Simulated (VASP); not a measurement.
Method: revTPSS meta-GGA, VASP's PBE PAW potentials (set 64) (plane waves; VASP 6.6.1).

Input for VASP

POSCAR:
```
Se
1.0
  2.1287407972  -3.6870872032   0.0000000000
  2.1287407972   3.6870872032   0.0000000000
  0.0000000000   0.0000000000   4.9423104366
Se
3
Cart
  0.4849599462   0.8399752634   3.2948752718
  3.2875617020   0.0000000000   0.0000000000
  0.4849599462  -0.8399752634   1.6474351648
```

KPOINTS:
```
K-points
0
gamma
6 6 5
```

INCAR:
```
! general
SYSTEM  = Se
PREC    = Accurate
ENCUT   = 520
LREAL   = .False.
LASPH   = .True.

! electronic loop
EDIFF   = 1E-7
NELM    = 100
ALGO    = Normal
LMAXMIX = 4
LMIXTAU = .True.

! smearing
ISMEAR  = 0
SIGMA   = 0.05

! functional
METAGGA = RTPSS

! ions
IBRION  = 2
NSW     = 30
ISIF    = 4
EDIFFG  = -0.01

! output
LWAVE   = .False.
LCHARG  = .False.
```

POTCAR, in this order: Se (PBE.64 set). Program: vasp_std.

Without a dispersion term in the relaxation, distances and binding between the weakly bound layers, chains or molecules are unreliable, and so is what depends on them.

Q: What does the run give for the energy per atom (σ→0)?

A: 
The energy per atom (σ→0) is 4.023 eV/atom.

**OSZICAR**
```
...
DAV:   2     0.120679538607E+02    0.38555E-03   -0.10528E-03   817   0.228E-01    0.551E-02
DAV:   3     0.120679147815E+02   -0.39079E-04   -0.34644E-04   767   0.148E-01    0.204E-02
DAV:   4     0.120679272400E+02    0.12458E-04   -0.92243E-05   717   0.866E-02    0.792E-03
DAV:   5     0.120679048217E+02   -0.22418E-04   -0.52671E-05   702   0.651E-02    0.727E-03
DAV:   6     0.120678852513E+02   -0.19570E-04   -0.12522E-05   702   0.329E-02    0.163E-03
DAV:   7     0.120678831031E+02   -0.21482E-05   -0.79232E-07   852   0.845E-03    0.157E-03
DAV:   8     0.120678831095E+02    0.64547E-08   -0.11379E-08   381   0.915E-04
   7 F= 0.12067883E+02 E0= 0.12067883E+02  d E =-.260462E-02
```

The compound is Se in the trig structure. This cell is one point of a volume scan, at 0.94 of the reference volume. Symmetry was kept, so distortions that lower it aren't found.
